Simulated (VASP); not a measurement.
Here is the system:

```xyz
3
Lattice="2.0819 -3.6060 0.0000 2.0819 3.6060 0.0000 0.0000 0.0000 8.7398" Properties=species:S:1:pos:R:3 pbc="T T T"
Mg     2.0819     3.6060     0.0000
I      2.0819     1.2020     1.6611
I      2.0819    -1.2020     7.0786
```

All values below come from AM05 GGA, VASP's PBE PAW potentials (set 64) (plane waves; VASP). Run with 520 eV cut-off, Gaussian smearing of 0.050 eV, potentials Mg I.

Without a dispersion term in the relaxation, distances and binding between the weakly bound layers, chains or molecules are unreliable, and so is what depends on them. Unless said otherwise, spin-orbit coupling is left out, though it shifts the bands of the heavy elements here.

### Question
Give the energies of bands 3 to 11 at the high-symmetry points, in eV from the valence-band maximum.

### Answer

```
band      Γ      M      K      A      L      H
----  -----  -----  -----  -----  -----  -----
3     -3.01  -3.48  -3.12  -2.94  -3.49  -3.11
4     -0.52  -2.85  -2.42  -0.71  -2.87  -2.44
5     -0.29  -1.37  -2.42  -0.29  -1.31  -2.44
6     -0.29  -1.18  -1.90  -0.29  -1.18  -1.91
7      0.00  -0.68  -0.75   0.00  -0.68  -0.71
8      0.00  -0.44  -0.75   0.00  -0.44  -0.71
9      3.92   3.69   4.46   4.32   3.67   4.58
10     4.88   5.46   6.76   4.87   5.47   6.31
11     6.51   5.73   6.76   6.55   5.67   6.31
```

The gap is indirect, 3.67 eV, from the valence maximum at Γ to the conduction minimum at L.

The compound is MgI2 in the 1T layered structure. It was relaxed first, which changed the volume by +28 %.
